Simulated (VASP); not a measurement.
GeCN2, 4 atoms in the cell. Symmetry: R-3m, No. 166, trigonal system. The conventional cell has a = 3.588 Å, b = 3.588 Å, c = 14.766 Å, α = 90.00°, β = 90.00°, γ = 120.00°. Around Ge (site symmetry -3m) lie 6 N at 2.40 Å. Around N (site symmetry 3m) lie 1 C at 1.24 Å. C (site symmetry -3m) is surrounded by 2 N at 1.24 Å. The cell comes from a database or a generator and needn't be the stable form of this composition.

```yaml
Program: VASP 6.6.1
Task: relaxation of cell and atoms
Functional: LDA
Potentials_or_basis: VASP PAW LDA potentials, release 64 (Ge_d, N, C)
Cutoff: 600 eV
k_mesh: 8 × 8 × 8
Occupations: gaussian, width 0.02 eV
Spin: no spin polarisation
Ladder: gaps
Further_INCAR_settings: ALGO = Fast; EDIFF = 1e-07; IBRION = 2; EDIFFG = -0.005; NSW = 60; ISIF = 3
```

Potentials or basis: VASP PAW LDA potentials, release 64 (Ge_d, N, C).

Run with:

```sh
$ cat potpaw_LDA.64/Ge_d/POTCAR potpaw_LDA.64/N/POTCAR potpaw_LDA.64/C/POTCAR > POTCAR
$ mpirun -np 2 vasp_std > vasp.out
```

Hardware: 2 MPI ranks on AMD EPYC 7R13 Processor (Zen 3) (shared host).

Task: Estimate the wall time of this run.

Result: Wall time 25 min on 2 MPI ranks on AMD EPYC 7R13 Processor (Zen 3) (shared host), peak memory 0.3 GiB a rank. Counts: scf iterations 142, k points 65, ion steps 17.
